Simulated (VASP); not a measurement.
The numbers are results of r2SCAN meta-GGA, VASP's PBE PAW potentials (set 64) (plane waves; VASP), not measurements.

Input for VASP

File KPOINTS:
```
kpoints
0
Gamma
 4 4 6
```

File KPOINTS_OPT:
```
k-points along high-symmetry lines
6
Line-mode
Reciprocal
  0.000000   0.000000   0.000000 ! GAMMA
  0.000000   0.500000   0.000000 ! X

  0.000000   0.500000   0.000000 ! X
  0.500000   0.500000   0.000000 ! M

  0.500000   0.500000   0.000000 ! M
  0.000000   0.000000   0.000000 ! GAMMA

  0.000000   0.000000   0.000000 ! GAMMA
  0.000000   0.000000   0.500000 ! Z

  0.000000   0.000000   0.500000 ! Z
  0.000000   0.500000   0.500000 ! R

  0.000000   0.500000   0.500000 ! R
  0.500000   0.500000   0.500000 ! A

  0.500000   0.500000   0.500000 ! A
  0.000000   0.000000   0.500000 ! Z

  0.000000   0.500000   0.000000 ! X
  0.000000   0.500000   0.500000 ! R

  0.500000   0.500000   0.000000 ! M
  0.500000   0.500000   0.500000 ! A
```

File POSCAR:
```
CaBr2
6.8028270
  1.0000000162   0.0000000000   0.0000000000
  0.0000000000   1.0000000162   0.0000000000
  0.0000000000   0.0000000000   0.6429898279
Ca Br
2 4
Cart
  0.0000000000   0.0000000000   0.0000000000
  0.5000000081   0.5000000081   0.3214949140
  0.8022029739   0.1977970423   0.3214949140
  0.1977970423   0.8022029739   0.3214949140
  0.3022029658   0.3022029658   0.0000000000
  0.6977970504   0.6977970504   0.0000000000
```

### INCAR
```
SYSTEM=CaBr2
PREC=Accurate; ENCUT=400; LREAL=F
LASPH=T
EDIFF=1E-7; NELM=100; ALGO=Normal
LMAXMIX=4; LMIXTAU=T
ISMEAR=-5
METAGGA=R2SCAN
ISIF=2
LWAVE=F; LCHARG=F; LORBIT=11
NEDOS=601
LEFG=T
```

POTCAR, in this order: Ca_sv Br (PBE.64 set). Program: vasp_std.

### Question
What will the output report for the number of irreducible k-points (NKPTS), number of bands (NBANDS), largest plane-wave count, number of space-group operations, FFT grid (NGX, NGY, NGZ)?

### Answer

The number of irreducible k-points (NKPTS) comes out as 24, the number of bands (NBANDS) comes out as 28 and the largest plane-wave count is 3702. The number of space-group operations is 16 and the FFT grid (NGX, NGY, NGZ) is 48 × 48 × 30.

The structure comes from a computed database's CaBr2 entry (P4_2/mnm); how it stands against other phases isn't given here. It was relaxed first.
